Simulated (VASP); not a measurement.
Method: optB86b-vdW, VASP's PBE PAW potentials (set 64) (plane waves; VASP).

The input files of a VASP run:

### INCAR
```
IBRION  =  2   ! conjugate gradients
PREC  =  Accurate
LCHARG  =  F
ENCUT  =  520   ! plane-wave cut-off (eV)
EDIFF  =  1E-6   ! SCF stop (eV)
ISIF  =  3   ! ions, shape and volume
PARAM1  =  0.1234
PARAM2  =  1.0
LMAXMIX  =  4   ! l cut-off of mixed one-centre charges
ALGO  =  Normal   ! blocked Davidson
SIGMA  =  0.05   ! width (eV)
LASPH  =  T
SYSTEM  =  KI
NELM  =  100
LREAL  =  F   ! projection in real space or not
ISMEAR  =  0   ! Gaussian
AGGAC  =  0.0
LWAVE  =  F
LUSE_VDW  =  T
EDIFFG  =  -0.01   ! ionic stop
NSW  =  60   ! most ionic steps
GGA  =  MK
```

File POSCAR:
```
KI
1.0
  0.0000000000   3.5111165828   3.5111165828
  3.5111165828   0.0000000000   3.5111165828
  3.5111165828   3.5111165828   0.0000000000
K I
1 1
Cart
  0.0000000000   0.0000000000   0.0000000000
  3.5111165828   3.5111165828   3.5111165828
```

KPOINTS:
```
Regular mesh
0
G
 6 6 6
0 0 0
```

POTCAR, in this order: K_sv I (PBE.64 set). Program: vasp_std.

The resulting files:

**OSZICAR**
```
       N       E                     dE             d eps       ncg     rms          rms(c)
DAV:   1     0.985320243606E+02    0.98532E+02   -0.65807E+03   384   0.112E+03
DAV:   2     0.442167056351E+01   -0.94110E+02   -0.88697E+02   464   0.257E+02
DAV:   3    -0.131572505347E+01   -0.57374E+01   -0.57110E+01   496   0.572E+01
DAV:   4    -0.160456854816E+01   -0.28884E+00   -0.28856E+00   704   0.117E+01
DAV:   5    -0.160583976500E+01   -0.12712E-02   -0.12712E-02   500   0.881E-01    0.329E+00
DAV:   6    -0.152317976343E+01    0.82660E-01   -0.12427E-01   456   0.231E+00    0.234E+00
DAV:   7    -0.151858145512E+01    0.45983E-02   -0.13053E-01   484   0.212E+00    0.811E-01
DAV:   8    -0.152276124144E+01   -0.41798E-02   -0.14731E-02   472   0.958E-01    0.123E-01
DAV:   9    -0.152299245389E+01   -0.23121E-03   -0.65426E-04   500   0.170E-01    0.699E-02
DAV:  10    -0.152324084103E+01   -0.24839E-03   -0.28567E-04   436   0.128E-01    0.333E-02
DAV:  11    -0.152324549595E+01   -0.46549E-05   -0.33165E-05   516   0.349E-02    0.892E-03
DAV:  12    -0.152324640963E+01   -0.91368E-06   -0.42322E-06   460   0.180E-02
   1 F= -.15232464E+01 E0= -.15232464E+01  d E =-.152325E+01
```

**OUTCAR**
```
------------------------ aborting loop because EDIFF is reached ----------------------------------------
  FORCE on cell =-STRESS in cart. coord.  units (eV):
  Direction    XX          YY          ZZ          XY          YZ          ZX
  --------------------------------------------------------------------------------------
  Total        0.0065042      0.0065042      0.0065042      0.0000000      0.0000000      0.0000000
  in kB        0.1203750      0.1203750      0.1203750      0.0000000      0.0000000      0.0000000
  external PRESSURE =       0.1203750 kB  Pullay stress =       0.0000000 kB
  volume of cell :       86.57
      direct lattice vectors                 reciprocal lattice vectors
     0.000000000  3.511116583  3.511116583    -0.142404841  0.142404841  0.142404841
     3.511116583  0.000000000  3.511116583     0.142404841 -0.142404841  0.142404841
     3.511116583  3.511116583  0.000000000     0.142404841  0.142404841 -0.142404841
  FREE ENERGIE OF THE ION-ELECTRON SYSTEM (eV)
  ---------------------------------------------------
  free  energy   TOTEN  =        -1.5232464096 eV

  energy  without entropy=       -1.5232464096  energy(sigma->0) =       -1.52324641

 reached required accuracy - stopping structural energy minimisation
```
(Selected blocks of OUTCAR.)

The compound is KI in the rock salt structure. It was relaxed first. The start is the result of an earlier pass.
